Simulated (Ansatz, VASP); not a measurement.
This is a calculation of CaCoAu3 for Ansatz 0.2.0. The cell comes from a database or a generator and needn't be the stable form of this composition.

The input input.yaml:

```yaml
crystal:
  lattice:
    - [4.85104, 0.0, 0.0]
    - [0.0, 4.85104, 0.0]
    - [0.0, 0.0, 4.85104]
  atoms:
    - { symbol: Ca, position: [0.0, 0.0, 0.0] }
    - { symbol: Co, position: [0.5, 0.5, 0.5], spin: 2.0 }
    - { symbol: Au, position: [0.0, 0.5, 0.5] }
    - { symbol: Au, position: [0.5, 0.0, 0.5] }
    - { symbol: Au, position: [0.5, 0.5, 0.0] }
hamiltonian:
  xc: pbe
  pseudopotentials: { kind: paw }
  dispersion: d3bj
magnetization:
  spin_polarized: true
kpoints:
  mp_grid: { grid: [5, 5, 5] }
scf:
  occupations: { method: fermi_dirac, width: 0.05 }
output:
  forces: true
  stress: true
  eigenvalues: true
  write_density: true
  write_potential: true
  elf: true
  volumetric_format: npy
relax:
  f_tol: 0.01
  max_steps: 40
  cell: { stress_tol: 0.05 }
```

Potentials or basis: Ansatz PAW.

Run with:

```bash
$ ansatz run input.yaml --threads 2 --pin off --max-ram 5632MiB --backend cpu --events-out ev --progress --plain --runs-dir out
```

Translate it to VASP 6.6.1. Potentials or basis there: PBE PAW files Au, Ca_sv, Co, 600 eV.

As run (cutoffs and basis follow the program's own potentials, and thresholds, step limits or extra output files can differ):

The input INCAR:

```
SYSTEM = CaCoAu3
ALGO     = Normal         ! electronic algorithm
EDIFF    = 1E-7           ! SCF threshold, eV
EDIFFG   = -0.02          ! ionic threshold
ENCUT    = 600            ! plane-wave cutoff, eV
GGA      = PE             ! functional
IBRION   = 2              ! ionic algorithm
ISIF     = 3              ! what is computed and relaxed
ISMEAR   = -1             ! smearing method
ISPIN    = 2              ! spin polarisation
IVDW     = 12             ! dispersion correction
LASPH    = .TRUE.         ! aspherical terms in the spheres
LCHARG   = .FALSE.        ! write CHGCAR
LMAXMIX  = 4              ! l up to which the mixer works
LORBIT   = 11             ! projections on sites
LREAL    = .FALSE.        ! projectors in reciprocal space
LWAVE    = .FALSE.        ! write WAVECAR
MAGMOM   = 0 2 0 0 0      ! initial moments
NELM     = 150            ! most SCF steps
NSW      = 60             ! ionic steps
PREC     = Accurate       ! precision mode
SIGMA    = 0.05           ! smearing width, eV
```

Contents of KPOINTS:

```
k-points
0
G
  5 5 5
  0 0 0
```

The input POSCAR:

```
CaCoAu3
1.0
    4.8510400000      0.0000000000      0.0000000000
    0.0000000000      4.8510400000      0.0000000000
    0.0000000000      0.0000000000      4.8510400000
Ca Co Au
1 1 3
Direct
    0.0000000000      0.0000000000      0.0000000000
    0.5000000000      0.5000000000      0.5000000000
    0.0000000000      0.5000000000      0.5000000000
    0.5000000000      0.0000000000      0.5000000000
    0.5000000000      0.5000000000      0.0000000000
```

Potentials or basis: VASP PAW PBE potentials, release 64 (Ca_sv, Co, Au).

Launch:

```bash
$ cat potpaw_PBE.64/Ca_sv/POTCAR potpaw_PBE.64/Co/POTCAR potpaw_PBE.64/Au/POTCAR > POTCAR
$ mpirun -np 1 vasp_std > vasp.out
```

Both were run:

|  | Ansatz | VASP |
| --- | --- | --- |
| Relaxed volume | 21.94 Å³/atom | 21.88 Å³/atom |
| Relaxed cell | a = 4.787 Å, b = 4.787 Å, c = 4.787 Å, α = 90.00°, β = 90.00°, γ = 90.00° | a = 4.783 Å, b = 4.783 Å, c = 4.783 Å, α = 90.00°, β = 90.00°, γ = 90.00° |
| Space group after relaxing | Pm-3m (No. 221) | Pm-3m (No. 221) |
| Pressure after relaxing | 0.0 GPa | 0.1 GPa |
| Net moment | 1.56 μB per cell | 1.50 μB per cell |

Ansatz's pressure holds a Pulay term of +0.05 GPa for its cutoff of 420 eV, which the other run lacks.

The potentials hold 84 and 52 valence electrons a cell.

Where Ansatz's input types no cutoff or centring, it takes its own default and a Γ-centred mesh.

The magnetic state is the one that the start led to; the real crystal's order can differ.

Pressure is positive in compression.
